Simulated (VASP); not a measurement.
Consider the following.

```
CELL_PARAMETERS angstrom
      0.00000     2.12298     2.12298
      2.12298     0.00000     2.12298
      2.12298     2.12298     0.00000
ATOMIC_POSITIONS crystal
  Mg 0.00000 0.00000 0.00000
  O  0.50000 0.50000 0.50000
```

The numbers are results of RPBE GGA, VASP's PBE PAW potentials (set 64) (plane waves; VASP), not measurements. Numerical set-up: 520 eV cut-off, 11×11×11 Γ-centred mesh, Gaussian smearing of 0.050 eV, potentials Mg O.

Question: Estimate the energy per atom (σ→0), pressure, band gap (on the k-mesh) with the smallest direct gap where there is one.

Answer: 
```yaml
band gap (on the k-mesh): 4.60 eV
smallest direct gap (on the k-mesh): 4.60 eV
energy per atom (σ→0): -5.618 eV/atom
pressure: 4.62 GPa
```

The absolute energy has meaning only against runs of the same code, potentials and settings.

The compound is MgO in the rock salt structure. This cell is one point of a volume scan, at 0.97 of the reference volume.
